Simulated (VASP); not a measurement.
Method: revPBE GGA, VASP's PBE PAW potentials (set 64) (plane waves; VASP).

VASP input:

### INCAR
```
# general
SYSTEM =CuZn
PREC   =Accurate
ENCUT  =520
LREAL  =F
LASPH  =T

# electronic loop
EDIFF  =1E-7
NELM   =100
ALGO   =Normal
LMAXMIX=4

# smearing
ISMEAR =-5

# functional
GGA    =RE

# ions
ISIF   =2

# output
LWAVE  =F
LCHARG =T
LORBIT =11
NEDOS  =601
```

### POSCAR
```
CuZn
1
    2.9948253453     0.0000000000     0.0000000000
    0.0000000000     2.9948253453     0.0000000000
   -0.0000000000    -0.0000000000     2.9948253453
Zn Cu
1 1
Direct
  0.5000000000   0.5000000000   0.5000000000
  0.0000000000   0.0000000000   0.0000000000
```

File KPOINTS:
```
Automatic
0
Gamma
14 14 14
0 0 0
```

POTCAR, in this order: Zn Cu (PBE.64 set). Program: vasp_std.

The run wrote:

OSZICAR:
```
       N       E                     dE             d eps       ncg     rms          rms(c)
DAV:   1     0.111628903672E+03    0.11163E+03   -0.11582E+04  3768   0.250E+03
DAV:   2    -0.217828266038E+01   -0.11381E+03   -0.11114E+03  3628   0.329E+02
DAV:   3    -0.524616274562E+01   -0.30679E+01   -0.30594E+01  4363   0.725E+01
DAV:   4    -0.526871930495E+01   -0.22557E-01   -0.22552E-01  4356   0.551E+00
DAV:   5    -0.526900866112E+01   -0.28936E-03   -0.28931E-03  4614   0.656E-01    0.888E+00
DAV:   6    -0.520399855734E+01    0.65010E-01   -0.15742E+01  3925   0.102E+02    0.589E+00
DAV:   7    -0.433327141318E+01    0.87073E+00   -0.35719E+00  3857   0.931E+01    0.211E+00
DAV:   8    -0.433839461312E+01   -0.51232E-02   -0.18005E-01  4993   0.617E+00    0.121E+00
DAV:   9    -0.433016732378E+01    0.82273E-02   -0.24414E-02  4231   0.406E+00    0.509E-02
DAV:  10    -0.433020684005E+01   -0.39516E-04   -0.70818E-04  5706   0.531E-01    0.278E-02
DAV:  11    -0.433021122670E+01   -0.43867E-05   -0.36646E-05  4831   0.157E-01    0.137E-02
DAV:  12    -0.433020854789E+01    0.26788E-05   -0.37004E-06  5311   0.537E-02    0.423E-03
DAV:  13    -0.433020903950E+01   -0.49161E-06   -0.72269E-07  4348   0.247E-02    0.115E-03
DAV:  14    -0.433020904778E+01   -0.82837E-08   -0.28670E-08  2481   0.223E-03
   1 F= -.43302090E+01 E0= -.43302090E+01  d E =0.000000E+00
```

### OUTCAR
```
------------------------ aborting loop because EDIFF is reached ----------------------------------------
  FORCE on cell =-STRESS in cart. coord.  units (eV):
  Direction    XX          YY          ZZ          XY          YZ          ZX
  --------------------------------------------------------------------------------------
  Total        0.0044501      0.0044501      0.0044501      0.0000000      0.0000000      0.0000000
  in kB        0.2654374      0.2654374      0.2654374      0.0000000      0.0000000      0.0000000
  external PRESSURE =       0.2654374 kB  Pullay stress =       0.0000000 kB
  volume of cell :       26.86
      direct lattice vectors                 reciprocal lattice vectors
     2.994825345  0.000000000  0.000000000     0.333909288  0.000000000  0.000000000
     0.000000000  2.994825345  0.000000000     0.000000000  0.333909288  0.000000000
     0.000000000  0.000000000  2.994825345     0.000000000  0.000000000  0.333909288
 POSITION                                       TOTAL-FORCE (eV/Angst)
 -----------------------------------------------------------------------------------
      1.49741      1.49741      1.49741         0.000000      0.000000      0.000000
      0.00000      0.00000      0.00000         0.000000      0.000000      0.000000
 -----------------------------------------------------------------------------------
    total drift:                                0.000000      0.000000     -0.000000
  FREE ENERGIE OF THE ION-ELECTRON SYSTEM (eV)
  ---------------------------------------------------
  free  energy   TOTEN  =        -4.3302090478 eV

  energy  without entropy=       -4.3302090478  energy(sigma->0) =       -4.33020905

 total charge

# of ion       s       p       d       tot
------------------------------------------
    1        0.567   0.482   9.730  10.778
    2        0.409   0.348   9.175   9.932
--------------------------------------------------
tot          0.976   0.830  18.904  20.710
```
(Selected blocks of OUTCAR.)

For a metal the tetrahedron method with Blöchl corrections gives inexact stress and forces.

The compound is CuZn in the CsCl type structure. It was relaxed first. The electron count is odd and the run is not spin-polarised, which forces a metal.
